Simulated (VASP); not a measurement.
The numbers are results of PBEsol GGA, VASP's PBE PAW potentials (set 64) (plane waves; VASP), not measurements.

The input files of a VASP run:

### POSCAR
```
Pb
1.0
  0.0000000000   2.4642490730   2.4642490730
  2.4642490730   0.0000000000   2.4642490730
  2.4642490730   2.4642490730   0.0000000000
Pb
1
Cart
  0.0000000000   0.0000000000   0.0000000000
```

**INCAR**
```
ALGO=Normal
EDIFF=1E-6
EDIFFG=-0.02
ENCUT=500
GGA=PS
IBRION=2
ISIF=3
ISMEAR=1
LASPH=.TRUE.
LCHARG=.FALSE.
LMAXMIX=4
LREAL=.FALSE.
LWAVE=.FALSE.
NELM=100
NSW=40
PREC=Accurate
SIGMA=0.1
SYSTEM=Pb
```

File KPOINTS:
```
Automatic mesh
0
Gamma
13 13 13
0 0 0
```

POTCAR, in this order: Pb_d (PBE.64 set). Program: vasp_std.

Unless said otherwise, spin-orbit coupling is left out, though it shifts the bands of the heavy elements here.

Q: Estimate the energy per atom (σ→0), band gap (on the k-mesh).

A: 
* **energy per atom (σ→0)**: -3.997 eV/atom
* **band gap (on the k-mesh)**: none (metal, semimetal or under 0.01 eV)

**OSZICAR**
```
...
DAV:   4    -0.400959988947E+01   -0.10243E+00   -0.10238E+00  2167   0.131E+01
DAV:   5    -0.401434745425E+01   -0.47476E-02   -0.47473E-02  2332   0.265E+00    0.594E-01
DAV:   6    -0.400047829960E+01    0.13869E-01   -0.21451E-02  2227   0.284E+00    0.280E-01
DAV:   7    -0.399704555514E+01    0.34327E-02   -0.86895E-03  2205   0.168E+00    0.918E-02
DAV:   8    -0.399682537649E+01    0.22018E-03   -0.38891E-04  2668   0.404E-01    0.102E-02
DAV:   9    -0.399682256497E+01    0.28115E-05   -0.85092E-06  2190   0.605E-02    0.458E-03
DAV:  10    -0.399682226245E+01    0.30252E-06   -0.48641E-07  1203   0.777E-03
   1 F= -.39968223E+01 E0= -.39969062E+01  d E =-.399682E+01
```

The compound is Pb in the fcc structure. It was relaxed first.
